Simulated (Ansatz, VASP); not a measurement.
**LiSi2C3: VASP beside Ansatz**

INCAR

```
PREC = Accurate ; ENCUT = 600
EDIFF = 1E-6 ; ISMEAR = 0
SIGMA = 0.1 ; LREAL = F
LASPH = T ; NELM = 80
ALGO = Fast ; ISIF = 3
LWAVE = F ; LCHARG = F
GGA = PE ; IBRION = 2
NSW = 90 ; EDIFFG = -0.04
```

The input KPOINTS:

```
Automatic mesh
0
Gamma
  6 6 2
```

POSCAR

```
LiSi2C3
1.0
    3.1378657000      0.0000000000      0.0000000000
   -1.5689328500      2.7174714100      0.0000000000
    0.0000000000      0.0000000000      7.6920265800
Li Si C
1 2 3
Direct
    0.0000000000      0.0000000000      0.0000000000
    0.6666666700      0.3333333300      0.6382100400
    0.3333333300      0.6666666700      0.3617899600
    0.3333333300      0.6666666700      0.7764200700
    0.6666666700      0.3333333300      0.2235799300
    0.0000000000      0.0000000000      0.5000000000
```

Input for Ansatz:

```yaml
crystal:
  lattice:
    - [3.1378657, 0.0, 0.0]
    - [-1.56893285, 2.71747141, 0.0]
    - [0.0, 0.0, 7.69202658]
  atoms:
    - { symbol: Li, position: [0.0, 0.0, 0.0] }
    - { symbol: Si, position: [0.66666667, 0.33333333, 0.63821004] }
    - { symbol: Si, position: [0.33333333, 0.66666667, 0.36178996] }
    - { symbol: C, position: [0.33333333, 0.66666667, 0.77642007] }
    - { symbol: C, position: [0.66666667, 0.33333333, 0.22357993] }
    - { symbol: C, position: [0.0, 0.0, 0.5] }
basis:
  ecutwfc: 420
kpoints:
  mp_grid: { grid: [6, 6, 2] }
hamiltonian:
  xc: pbe
scf:
  occupations: { method: gaussian, width: 0.1 }
  lower_state_search: "off"
output:
  forces: true
  stress: true
  eigenvalues: true
relax:
  adjacent_minimum: "off"
  f_tol: 0.04
  max_steps: 70
  cell: { stress_tol: 0.4 }
```

Alike in both runs: task relaxation of cell and atoms; functional PBE; k mesh 6 × 6 × 2; occupations gaussian, width 0.1 eV; no spin polarisation.

|  | VASP | Ansatz |
| --- | --- | --- |
| version | VASP 6.6.1 | Ansatz 0.2.0 |
| potentials or method | VASP PAW PBE potentials, release 64 (Li_sv, Si, C) | scalar-relativistic, plane waves, PAW |
| plane-wave cutoff (eV) | 600 | 420 |
| valence electrons in the cell | 23 | 23 |

```tsv
	VASP	Ansatz	Ansatz less VASP
gap on the k mesh at the Fermi level, each at its own relaxed structure (eV)	none	none	-
relaxed volume (Å³/atom)	9.50	9.53	+0.031
relaxed cell length with the largest relative difference (Å)	7.279	7.298	+0.0190
energy change over the relaxation (meV/atom)	-320	-319	+1.7
```

A gap of «none» marks a metal or a gap that the smearing closes.

Caveats: the k mesh is coarse (spacing up to 0.41 Å⁻¹), so the values aren't converged; the cutoff is under 1.25 times the usual one of these potentials, so pressure, stress and relaxed cells hold a basis-set (Pulay) error (VASP).
